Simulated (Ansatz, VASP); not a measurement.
# AlInSb2 in two plane-wave programs, part 2 of 2

One calculation is typed for both programs; each brings its own data sets. How far apart do they land? The structure shown is the start of the Ansatz relaxation below; VASP solves that cell, so the two are compared at the walk's first step.

VASP 6.6.1 and Ansatz 0.2.0.

So far. Step 3 (VASP: single point, PBEsol, start cell, pair 1): The run ends at a pressure of 3.62 GPa, with forces up to 0.011 eV/Å.

## Step 7: VASP: single point, PBEsol, start cell, pair 2

Level of this step: PBEsol; plane waves and PAW (Al, In_d, Sb) (VASP).

The same cell, functional, mesh and smearing now go to VASP, with its own data sets.

File INCAR:

```
SYSTEM = AlInSb2
PREC = Accurate
ENCUT = 400
EDIFF = 1E-06
NELM = 120
ISMEAR = 0
SIGMA = 0.02
LREAL = .FALSE.
ALGO = Normal
GGA = PS
NBANDS = 19
LORBIT = 11
LWAVE = .FALSE.
LCHARG = .FALSE.
ISIF = 2
LASPH = .TRUE.
GGA_COMPAT = .FALSE.
EFERMI = MIDGAP
KPAR = 2
```

File POSCAR:

```
AlInSb2
1.0
    4.4323180000      0.0000000000      0.0000000000
    0.0000000000      4.4323180000      0.0000000000
    0.0000000000      0.0000000000      6.2667540000
Al In Sb
1 1 2
Direct
    0.0000000000      0.0000000000      0.0000000000
    0.5000000000      0.5000000000      0.5000000000
    0.0000000000      0.5000000000      0.2334932886
    0.5000000000      0.0000000000      0.7665065519
```

File KPOINTS:

```
Automatic mesh
0
Gamma
8 8 6
0 0 0
```

Potentials, in the order of the species: Al, In_d and Sb (PBE family, release 64).

Command:

```bash
mpirun -np 2 vasp_std
```

Numbers of over 12 decimals in the logs are rounded to 6 here.

What it wrote:

```text
[banner, memory and clock lines left out]
running    2 mpi-ranks, on    1 nodes
[...]
[... a notice as in an earlier step ...]

 LDA part: xc-table for (Slater+PW92), standard interpolation
 POSCAR, INCAR and KPOINTS ok, starting setup
[...]
entering main loop
       N       E                     dE             d eps       ncg     rms          rms(c)
DAV:   1     0.147677749786E+03    0.14768E+03   -0.89827E+03  2280   0.998E+02
DAV:   2    -0.438065848760E+01   -0.15206E+03   -0.14843E+03  2429   0.256E+02
DAV:   3    -0.164677507399E+02   -0.12087E+02   -0.11962E+02  2937   0.816E+01
DAV:   4    -0.167935331307E+02   -0.32578E+00   -0.32536E+00  2760   0.153E+01
[...]
DAV:  11    -0.165167704064E+02   -0.23235E-04   -0.26198E-05  2631   0.373E-02    0.127E-02
DAV:  12    -0.165167771683E+02   -0.67619E-05   -0.57526E-06  2590   0.130E-02    0.762E-03
DAV:  13    -0.165167774815E+02   -0.31317E-06   -0.95546E-07  2093   0.548E-03
   1 F= -.16516777E+02 E0= -.16516777E+02  d E =-.402464-138
```

From OUTCAR (step 7):

```text
  Total        1.3365627      1.3365627      1.3121516      0.0000000      0.0000000      0.0000000
  in kB       17.3938388     17.3938388     17.0761567      0.0000000      0.0000000      0.0000000
  external PRESSURE =      17.2879448 kB  Pullay stress =       0.0000000 kB

 POSITION                                       TOTAL-FORCE (eV/Angst)
 -----------------------------------------------------------------------------------
      0.00000      0.00000      0.00000         0.000000     -0.000000      0.000000
      2.21616      2.21616      3.13338        -0.000000      0.000000      0.000000
      0.00000      2.21616      1.46325        -0.000000     -0.000000      0.009009
      2.21616      0.00000      4.80351        -0.000000     -0.000000     -0.009009
 -----------------------------------------------------------------------------------
    total drift:                                0.000000      0.000000      0.000132

  FREE ENERGIE OF THE ION-ELECTRON SYSTEM (eV)
  ---------------------------------------------------
  free  energy   TOTEN  =       -16.5167774815 eV

  energy  without entropy=      -16.5167774815  energy(sigma->0) =      -16.51677748

[... 1 part as in an earlier step ...]

[... 2 further parts left out ...]
[key lines of the parts left out:]
E-fermi :   5.4411
```

The run ends at a pressure of 1.73 GPa, with forces up to 0.0090 eV/Å.

## Step 8: Side by side

What differs besides the data sets and the points named for the pairs above, as far as they apply: the data sets hold 46 valence electrons in Ansatz (on its default PAW (the set named soft_2) files) and 26 in VASP. Total energies have different zeros and are not compared.

At this near-relaxed geometry the largest component of a force difference is 27 meV/Å.

## Step 9: Other set-ups

Further runs change the set-up of one program: Ansatz's method, potentials or start, or VASP's data sets, cutoff or form of LDA. The table gives that difference for each run.

| run | r.m.s. force difference (meV/Å) |
| --- | --- |
| as above | 11 |
| VASP with a cutoff of 500 eV (perhaps on Ansatz's relaxed cell) | 11 |

## Step 10: Ansatz: relaxation, PBEsol

The two programs are compared at the cell with which this relaxation starts, whose forces are those of its first step. The cell compared in this pair holds 130.73 Å³, against 123.11 Å³ for the pair before.

The structure compared here is the start of the Ansatz relaxation; VASP solves that cell, so the two are compared at the walk's first step.

File input.yaml:

```yaml
crystal:
  lattice:
    - [4.5218841486, 0.0, 0.0]
    - [0.0, 4.5218841486, 0.0]
    - [0.0, 0.0, 6.3933888554]
  atoms:
    - { symbol: Al, position: [0.0, 0.0, 0.0] }
    - { symbol: In, position: [0.5, 0.5, 0.5] }
    - { symbol: Sb, position: [0.0, 0.5, 0.2334933352] }
    - { symbol: Sb, position: [0.5, 0.0, 0.7665066648] }
kpoints:
  mp_grid: { grid: [8, 8, 6] }
hamiltonian:
  xc: pbesol
scf:
  occupations: { method: gaussian, width: 0.02 }
output:
  forces: true
  stress: true
  eigenvalues: true
relax:
  adjacent_minimum: "off"
  f_tol: 0.001
  max_steps: 60
  cell: { stress_tol: 0.02, fix: [volume] }
```

Command:

```bash
ansatz run input.yaml --threads 4 --pin off --max-ram 8192MiB --backend cpu --events-out ev --progress --plain --runs-dir out
```

What it wrote:

```text
[...]
Crystal: 4 atoms, lattice volume = 130.728 Å³
Basis set: ecut = 420 eV, 2541 PW (Γ), exchange–correlation on 64×64×90 points (8 copies of the dense FFT grid, shifted against one another)
Bands: 28, of which v1, the nominal top of the filled ones, is band 23 counted from 1 (22 counted from 0)
Symmetry: 8 space group operations
[...]
k-points: 60 of 384 (time reversal used)
[...]
--- Relaxed structure (3 steps of the walk, 2 accepted, 1 SCFs on fresh bases) ---
[...]
cell:  # Å, volume = 130.7284 Å³
    - [4.521145, 0, -1.0263179980109565e-19]
    - [0, 4.521145, 0]
    - [-1.4510876074990136e-19, 0, 6.395480]
  atoms:
    - { symbol: Al, position: [0, 0, 0] }
    - { symbol: In, position: [0.5, 0.5, 0.5] }
    - { symbol: Sb, position: [0, 0.5, 0.233757] }
    - { symbol: Sb, position: [0.5, 0, 0.766243] }
[key lines of the parts left out:]
SCF converged after 4 iterations
Free energy (F): -18866.474535 eV
Fermi energy:    6.451699 eV
P = ⅓ Tr σ = -1.3278 GPa (-13.278 kbar)
```

## Step 11: VASP: single point, PBEsol, start cell, pair 3

The same cell, functional, mesh and smearing now go to VASP, with its own data sets.

INCAR is that of step 7.

File POSCAR:

```
AlInSb2
1.0
    4.5218840000      0.0000000000      0.0000000000
    0.0000000000      4.5218840000      0.0000000000
    0.0000000000      0.0000000000      6.3933890000
Al In Sb
1 1 2
Direct
    0.0000000000      0.0000000000      0.0000000000
    0.5000000000      0.5000000000      0.4999999218
    0.0000000000      0.5000000000      0.2334933789
    0.5000000000      0.0000000000      0.7665066211
```

KPOINTS is that of step 7.

Command:

```bash
mpirun -np 2 vasp_std
```

What it wrote:

```text
[... set-up lines as in an earlier step ...]
 entering main loop
       N       E                     dE             d eps       ncg     rms          rms(c)
DAV:   1     0.147307556289E+03    0.14731E+03   -0.89090E+03  2280   0.983E+02
DAV:   2    -0.440044960449E+01   -0.15171E+03   -0.14781E+03  2502   0.253E+02
DAV:   3    -0.164814733263E+02   -0.12081E+02   -0.11984E+02  2953   0.811E+01
DAV:   4    -0.167763744283E+02   -0.29490E+00   -0.29470E+00  2736   0.151E+01
[...]
DAV:  11    -0.165264478561E+02   -0.27654E-04   -0.26766E-05  2547   0.347E-02    0.126E-02
DAV:  12    -0.165264563743E+02   -0.85182E-05   -0.75527E-06  2601   0.136E-02    0.682E-03
DAV:  13    -0.165264569392E+02   -0.56486E-06   -0.14328E-06  2185   0.628E-03
   1 F= -.16526457E+02 E0= -.16526457E+02  d E =-.638244E-30
```

Parts of OUTCAR (step 11):

```text
  Total       -0.9945669     -0.9945669     -0.9941268      0.0000000      0.0000000      0.0000000
  in kB      -12.1891841    -12.1891841    -12.1837902      0.0000000      0.0000000      0.0000000
  external PRESSURE =     -12.1873861 kB  Pullay stress =       0.0000000 kB

 POSITION                                       TOTAL-FORCE (eV/Angst)
 -----------------------------------------------------------------------------------
      0.00000      0.00000      0.00000        -0.000000     -0.000000      0.000000
      2.26094      2.26094      3.19669        -0.000000      0.000000      0.000000
      0.00000      2.26094      1.49281         0.000000     -0.000000      0.036175
      2.26094      0.00000      4.90057        -0.000000     -0.000000     -0.036175
 -----------------------------------------------------------------------------------
    total drift:                                0.000000      0.000000      0.000240

  FREE ENERGIE OF THE ION-ELECTRON SYSTEM (eV)
  ---------------------------------------------------
  free  energy   TOTEN  =       -16.5264569392 eV

  energy  without entropy=      -16.5264569392  energy(sigma->0) =      -16.52645694

[... 1 part as in an earlier step ...]

[... 2 further parts left out ...]
[key lines of the parts left out:]
E-fermi :   4.6437
```

The run ends at a pressure of -1.22 GPa, with forces up to 0.036 eV/Å.

## Step 12: Differences

What differs besides the data sets and the points named for the pairs above, as far as they apply: the data sets hold 46 valence electrons in Ansatz (on its default PAW (the set named soft_2) files) and 26 in VASP. Total energies have different zeros and are not compared.

At this near-relaxed geometry the largest component of a force difference is 22 meV/Å.

## Step 13: Other set-ups

Further runs change the set-up of one program: Ansatz's method, potentials or start, or VASP's data sets, cutoff or form of LDA. The table gives that difference for each run.

| run | r.m.s. force difference (meV/Å) |
| --- | --- |
| as above | 9.0 |
| VASP with a cutoff of 500 eV (perhaps on Ansatz's relaxed cell) | 8.7 |

## Step 14: Summary of results

```yaml
r_m_s_force_difference_single_point_pbesol_start_cell_pair_1: 12 meV/Å
r_m_s_force_difference_single_point_pbesol_start_cell_pair_2: 11 meV/Å
r_m_s_force_difference_single_point_pbesol_start_cell_pair_3: 9.0 meV/Å
```

What this shows: The r.m.s. force difference is 12 meV/Å (single point, PBEsol, start cell, pair 1), at about the 12 meV/Å picked in this series as the mark of a large difference. The data sets hold unlike numbers of valence electrons (46 in Ansatz and 26 in VASP), so part of the differences comes from the potentials. 1 further run of this series is not shown here. How closely two codes agree says nothing of how well the functional describes the real material.

[Lines on the potential files, build, host, timing and source positions are cut from VASP's logs without a mark.]

[Logs are printed without paths, hosts, clocks, repeated set-up lines and the standing remarks that a program may print on its own settings, such as how far it seeks lower states.]

[Hosts, paths, dates, database ids (printed as entryN), source tags and the programs' standing remarks are cut or masked in the printed files.]

[Rows of further runs with another cutoff or data set may stand on the cell that Ansatz relaxed, not on the start cell of the pair above them.]
